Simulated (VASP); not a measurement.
Calculation: vdW-DF2, VASP's PBE PAW potentials (set 64) (plane waves; VASP).

VASP ran on this input.

KPOINTS:
```
Automatic mesh
0
Gamma
12 12 6
0 0 0
```

INCAR:
```
! general
SYSTEM  =Zr
PREC    =Accurate
ENCUT   =520
LREAL   =.FALSE.
LASPH   =.TRUE.

! electronic loop
EDIFF   =1E-6
NELM    =100
ALGO    =Normal
LMAXMIX =4

! smearing
ISMEAR  =1
SIGMA   =0.1

! functional
GGA     =ML
LUSE_VDW=.TRUE.
AGGAC   =0.0
ZAB_VDW =-1.8867

! ions
IBRION  =2
NSW     =60
ISIF    =3
EDIFFG  =-0.01

! output
LWAVE   =.FALSE.
LCHARG  =.FALSE.
```

File POSCAR:
```
Zr
1.0
  1.6425878372  -2.8450455330   0.0000000000
  1.6425878372   2.8450455330   0.0000000000
  0.0000000000   0.0000000000   5.2666402936
Zr
2
Cart
  1.6425878372   0.9483504077   1.3166600734
  1.6425878372  -0.9483504077   3.9499802202
```

POTCAR, in this order: Zr_sv (PBE.64 set). Program: vasp_std.

The run wrote:

File OUTCAR:
```
 ion  position               nearest neighbor table
   1  0.333  0.667  0.250-   2 3.25   2 3.25   2 3.25   2 3.25   2 3.25   2 3.25
   2  0.667  0.333  0.750-   1 3.25   1 3.25   1 3.25   1 3.25   1 3.25   1 3.25
  LATTYP: Found a hexagonal cell.
 ALAT       =     3.2851756251
 C/A-ratio  =     1.6031533454
 Subroutine PRICEL returns:
 Original cell was already a primitive cell.
 Subroutine GETGRP returns: Found 24 space group operations
The static configuration has the point symmetry D_3d.
 The point group associated with its full space group is D_6h.
The dynamic configuration has the point symmetry D_3d.
 Subroutine INISYM returns: Found 24 space group operations
 Subroutine IBZKPT returns following result:
 Found     76 irreducible k-points:

 Following reciprocal coordinates:
            Coordinates               Weight
  0.000000  0.000000  0.000000      1.000000
  0.083333  0.000000  0.000000      6.000000
  0.166667 -0.000000  0.000000      6.000000
  0.250000 -0.000000  0.000000      6.000000
  0.333333  0.000000  0.000000      6.000000
  0.416667  0.000000  0.000000      6.000000
  0.500000 -0.000000  0.000000      3.000000
  0.083333  0.083333  0.000000      6.000000
  0.166667  0.083333  0.000000     12.000000
  0.250000  0.083333  0.000000     12.000000
  0.333333  0.083333  0.000000     12.000000
  0.416667  0.083333  0.000000     12.000000
  0.166667  0.166667  0.000000      6.000000
  0.250000  0.166667  0.000000     12.000000
  0.333333  0.166667  0.000000     12.000000
  0.416667  0.166667  0.000000      6.000000
  0.250000  0.250000  0.000000      6.000000
  0.333333  0.250000  0.000000     12.000000
  0.333333  0.333333  0.000000      2.000000
  0.000000  0.000000  0.166667      2.000000
  0.083333  0.000000  0.166667     12.000000
  0.166667 -0.000000  0.166667     12.000000
  0.250000 -0.000000  0.166667     12.000000
  0.333333  0.000000  0.166667     12.000000
  0.416667  0.000000  0.166667     12.000000
  0.500000 -0.000000  0.166667      6.000000
  0.083333  0.083333  0.166667     12.000000
  0.166667  0.083333  0.166667     24.000000
  0.250000  0.083333  0.166667     24.000000
  0.333333  0.083333  0.166667     24.000000
  0.416667  0.083333  0.166667     24.000000
  0.166667  0.166667  0.166667     12.000000
  0.250000  0.166667  0.166667     24.000000
  0.333333  0.166667  0.166667     24.000000
  0.416667  0.166667  0.166667     12.000000
  0.250000  0.250000  0.166667     12.000000
  0.333333  0.250000  0.166667     24.000000
  0.333333  0.333333  0.166667      4.000000
  0.000000  0.000000  0.333333      2.000000
  0.083333  0.000000  0.333333     12.000000
   k-points           NKPTS =     76   k-points in BZ     NKDIM =     76   number of bands    NBANDS=     16
   number of dos      NEDOS =    301   number of ions     NIONS =      2
   total plane-waves  NPLWV =  23040
   dimension x,y,z NGX =    24 NGY =   24 NGZ =   40
   dimension x,y,z NGXF=    48 NGYF=   48 NGZF=   80
   ions per type =               2
   PREC   = accura    normal or accurate (medium, high low for compatibility)
   ISTART =      0    job   : 0-new  1-cont  2-samecut
   ICHARG =      2    charge: 1-file 2-atom 10-const
   ISPIN  =      1    spin polarized calculation?
   LNONCOLLINEAR =      F non collinear calculations
   LSORBIT =      F    spin-orbit coupling
   INIWAV =      1    electr: 0-lowe 1-rand  2-diag
   ENCUT  =  520.0 eV  38.22 Ry    6.18 a.u.   6.11  6.11  9.79*2*pi/ulx,y,z
   NELM   =    100;   NELMIN=  2; NELMDL= -5     # of ELM steps
   EDIFF  = 0.1E-05   stopping-criterion for ELM
   LREAL  =      F    real-space projection
...
```

### OSZICAR
```
       N       E                     dE             d eps       ncg     rms          rms(c)
DAV:   1     0.226277246157E+03    0.22628E+03   -0.13615E+04  2432   0.148E+03
DAV:   2     0.366507481162E+01   -0.22261E+03   -0.22094E+03  3072   0.412E+02
DAV:   3    -0.105074452426E+02   -0.14173E+02   -0.14067E+02  4680   0.775E+01
DAV:   4    -0.107692205910E+02   -0.26178E+00   -0.26117E+00  2616   0.118E+01
DAV:   5    -0.107772248370E+02   -0.80042E-02   -0.80026E-02  3920   0.136E+00    0.126E+01
DAV:   6    -0.103286151266E+02    0.44861E+00   -0.83632E-01  2488   0.817E+00    0.499E+00
DAV:   7    -0.102613965979E+02    0.67219E-01   -0.52051E-01  3408   0.587E+00    0.105E+00
DAV:   8    -0.102724087661E+02   -0.11012E-01   -0.42218E-02  3224   0.178E+00    0.211E-01
DAV:   9    -0.102724402097E+02   -0.31444E-04   -0.13939E-03  2792   0.398E-01    0.478E-02
DAV:  10    -0.102723765055E+02    0.63704E-04   -0.42848E-05  3536   0.650E-02    0.213E-02
DAV:  11    -0.102723762132E+02    0.29229E-06   -0.15310E-05  2696   0.434E-02    0.750E-03
DAV:  12    -0.102723767794E+02   -0.56623E-06   -0.41474E-07  1808   0.592E-03
   1 F= -.10272377E+02 E0= -.10272988E+02  d E =-.102724E+02
       N       E                     dE             d eps       ncg     rms          rms(c)
DAV:   1    -0.102743901088E+02   -0.20139E-02   -0.98835E-02  2432   0.309E+00    0.300E-01
DAV:   2    -0.102729264042E+02    0.14637E-02   -0.43458E-03  2808   0.571E-01    0.124E-01
DAV:   3    -0.102725400641E+02    0.38634E-03   -0.19212E-03  3808   0.334E-01    0.629E-02
DAV:   4    -0.102725581508E+02   -0.18087E-04   -0.72931E-05  3032   0.720E-02    0.261E-02
DAV:   5    -0.102725668326E+02   -0.86817E-05   -0.36993E-05  4000   0.373E-02    0.915E-03
DAV:   6    -0.102725673977E+02   -0.56515E-06   -0.10137E-06  1760   0.109E-02
   2 F= -.10272567E+02 E0= -.10273149E+02  d E =-.190618E-03
       N       E                     dE             d eps       ncg     rms          rms(c)
DAV:   1    -0.102725833815E+02   -0.16549E-04   -0.76356E-04  2472   0.271E-01    0.265E-02
DAV:   2    -0.102725723859E+02    0.10996E-04   -0.33048E-05  2864   0.498E-02    0.110E-02
DAV:   3    -0.102725694697E+02    0.29162E-05   -0.14565E-05  3432   0.293E-02    0.535E-03
DAV:   4    -0.102725695107E+02   -0.40970E-07   -0.54465E-07  1568   0.680E-03
   3 F= -.10272570E+02 E0= -.10273148E+02  d E =-.192731E-03
       N       E                     dE             d eps       ncg     rms          rms(c)
DAV:   1    -0.102726213077E+02   -0.51838E-04   -0.29964E-03  2432   0.538E-01    0.522E-02
DAV:   2    -0.102725770168E+02    0.44291E-04   -0.12896E-04  2728   0.986E-02    0.214E-02
DAV:   3    -0.102725655253E+02    0.11492E-04   -0.58181E-05  3808   0.579E-02    0.110E-02
DAV:   4    -0.102725659274E+02   -0.40213E-06   -0.20322E-06  2080   0.124E-02
   4 F= -.10272566E+02 E0= -.10273138E+02  d E =-.189148E-03
       N       E                     dE             d eps       ncg     rms          rms(c)
DAV:   1    -0.102725788864E+02   -0.13361E-04   -0.55129E-04  2432   0.229E-01    0.229E-02
DAV:   2    -0.102725706869E+02    0.81996E-05   -0.25434E-05  2744   0.433E-02    0.980E-03
DAV:   3    -0.102725683229E+02    0.23640E-05   -0.10578E-05  3160   0.253E-02    0.455E-03
DAV:   4    -0.102725685300E+02   -0.20710E-06   -0.42374E-07  1376   0.605E-03
   5 F= -.10272569E+02 E0= -.10273143E+02  d E =-.191751E-03
       N       E                     dE             d eps       ncg     rms          rms(c)
DAV:   1    -0.102725771147E+02   -0.87918E-05   -0.40742E-04  2432   0.199E-01    0.192E-02
DAV:   2    -0.102725707949E+02    0.63197E-05   -0.17139E-05  2752   0.361E-02    0.777E-03
DAV:   3    -0.102725692384E+02    0.15565E-05   -0.75487E-06  2832   0.213E-02    0.400E-03
DAV:   4    -0.102725694474E+02   -0.20904E-06   -0.46180E-07  1352   0.631E-03
   6 F= -.10272569E+02 E0= -.10273146E+02  d E =-.192668E-03
       N       E                     dE             d eps       ncg     rms          rms(c)
DAV:   1    -0.102735034066E+02   -0.93417E-03   -0.39645E-02  2616   0.204E+00    0.251E-01
DAV:   2    -0.102727171271E+02    0.78628E-03   -0.25027E-03  2768   0.465E-01    0.914E-02
DAV:   3    -0.102725401695E+02    0.17696E-03   -0.10748E-03  3696   0.254E-01    0.555E-02
DAV:   4    -0.102725604042E+02   -0.20235E-04   -0.44189E-05  3160   0.547E-02    0.220E-02
DAV:   5    -0.102725738272E+02   -0.13423E-04   -0.41715E-05  3704   0.382E-02    0.868E-03
DAV:   6    -0.102725743309E+02   -0.50363E-06   -0.14750E-06  2096   0.107E-02
   7 F= -.10272574E+02 E0= -.10273109E+02  d E =-.488341E-05
       N       E                     dE             d eps       ncg     rms          rms(c)
DAV:   1    -0.102727930845E+02   -0.21926E-03   -0.85259E-03  2616   0.947E-01    0.117E-01
DAV:   2    -0.102726258962E+02    0.16719E-03   -0.54583E-04  2752   0.217E-01    0.428E-02
DAV:   3    -0.102725859419E+02    0.39954E-04   -0.23436E-04  3696   0.118E-01    0.258E-02
DAV:   4    -0.102725890520E+02   -0.31100E-05   -0.95135E-06  3040   0.256E-02    0.102E-02
DAV:   5    -0.102725907301E+02   -0.16781E-05   -0.87399E-06  3576   0.177E-02    0.394E-03
DAV:   6    -0.102725908901E+02   -0.15998E-06   -0.34796E-07  1384   0.496E-03
   8 F= -.10272591E+02 E0= -.10273146E+02  d E =-.214426E-04
```

File OUTCAR:
```
------------------------ aborting loop because EDIFF is reached ----------------------------------------
  FORCE on cell =-STRESS in cart. coord.  units (eV):
  Direction    XX          YY          ZZ          XY          YZ          ZX
  --------------------------------------------------------------------------------------
  Total       -0.0017718     -0.0017718      0.0007201      0.0000000      0.0000000      0.0000000
  in kB       -0.0576049     -0.0576049      0.0234120      0.0000000      0.0000000      0.0000000
  external PRESSURE =      -0.0305992 kB  Pullay stress =       0.0000000 kB
  volume of cell :       49.28
      direct lattice vectors                 reciprocal lattice vectors
     1.645677073 -2.850396246 -0.000000000     0.303826315 -0.175414208  0.000000000
     1.645677073  2.850396246 -0.000000000     0.303826315  0.175414208 -0.000000000
    -0.000000000  0.000000000  5.252767465     0.000000000 -0.000000000  0.190375836
 POSITION                                       TOTAL-FORCE (eV/Angst)
 -----------------------------------------------------------------------------------
      1.64568      0.95013      1.31319        -0.000000     -0.000000      0.000000
      1.64568     -0.95013      3.93958         0.000000      0.000000     -0.000000
 -----------------------------------------------------------------------------------
    total drift:                                0.000000      0.001152     -0.000019
  FREE ENERGIE OF THE ION-ELECTRON SYSTEM (eV)
  ---------------------------------------------------
  free  energy   TOTEN  =       -10.2725908901 eV

  energy  without entropy=      -10.2742556080  energy(sigma->0) =      -10.27314580

 reached required accuracy - stopping structural energy minimisation
```
(Selected blocks of OUTCAR.)

**CONTCAR**
```
Zr
   1.00000000000000
     1.6456770727251784   -2.8503962455651517   -0.0000000000000000
     1.6456770727251784    2.8503962455651517   -0.0000000000000000
    -0.0000000000000000    0.0000000000000000    5.2527674650124725
  Zr
     2
Direct
     0.3333330000000032    0.6666669999999968    0.2500000000000000
     0.6666669999999968    0.3333330000000032    0.7500000000000000
```

The compound is Zr in the hcp structure. This run relaxes it. Symmetry was kept, so distortions that lower it aren't found. The start is the result of an earlier pass.
